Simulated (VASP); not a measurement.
Consider the following.

```yaml
crystal:
  lattice:
    - [0.00000, 3.18129, 3.18129]
    - [3.18129, 0.00000, 3.18129]
    - [3.18129, 3.18129, 0.00000]
  atoms:
    - { symbol: P, position: [0.00000, 0.00000, 0.00000] }
    - { symbol: Nb, position: [0.50000, 0.50000, 0.50000] }
    - { symbol: Nb, position: [0.25000, 0.25000, 0.25000] }
    - { symbol: Nb, position: [0.75000, 0.75000, 0.75000] }
```

Calculation: r2SCAN meta-GGA, VASP's PBE PAW potentials (set 64) (plane waves; VASP). Run with 400 eV cut-off, 8×8×8 Γ-centred mesh, first-order Methfessel-Paxton smearing of 0.10 eV, potentials P Nb_sv.

Q: Predict the energy per atom (σ→0), band gap (on the k-mesh) with the smallest direct gap where there is one.

A: 
| Item | Result |
|---|---|
| band gap (on the k-mesh) | none (metal, semimetal or under 0.01 eV) |
| energy per atom (σ→0) | -21.000 eV/atom |

The absolute energy has meaning only against runs of the same code, potentials and settings.

The structure was generated: Nb3P was put into the D03 type (Fm-3m), which need not be its known phase. It was relaxed first, which changed the volume by -22 %. The start is the result of an earlier pass.
